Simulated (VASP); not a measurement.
Here is the system:

Space group P-3m1 (No. 164); a = 3.5658 Å, b = 3.5658 Å, c = 4.8233 Å, α = 90.00°, β = 90.00°, γ = 120.00°

```json
[
 {"atom": "Pt", "site": "1a", "symmetry": "-3m.", "x": "0.0000", "y": "0.0000", "z": "0.0000"},
 {"atom": "S", "site": "2d", "symmetry": "3m.", "x": "0.3333", "y": "0.6667", "z": "0.2484"}
]
```

Method: PBEsol GGA, VASP's PBE PAW potentials (set 64) (plane waves; VASP). Settings: 480 eV cut-off, 8×8×4 Γ-centred mesh, Gaussian smearing of 0.050 eV, potentials Pt S.

Without a dispersion term in the relaxation, distances and binding between the weakly bound layers, chains or molecules are unreliable, and so is what depends on them.

Each relaxation starts from this cell; other phases were not tried.

Task: The cell is relaxed at 5 GPa. What happens?

Result: The volume per atom goes from 17.70 to 15.94 Å³ (-9.9 %), and the cell becomes a = b = 3.556 Å, c = 4.368 Å, α = β = 90.00°, γ = 120.00°, space group P-3m1.

Task: The cell is relaxed at 15 GPa. What happens?

Result: The volume per atom goes from 17.70 to 14.71 Å³ (-16.9 %), and the cell becomes a = b = 3.512 Å, c = 4.130 Å, α = β = 90.00°, γ = 120.00°, space group P-3m1.

Failed runs are left out, and for metals the shear rows, which the mesh's noise covers.

The compound is PtS2 in the 1T layered structure.
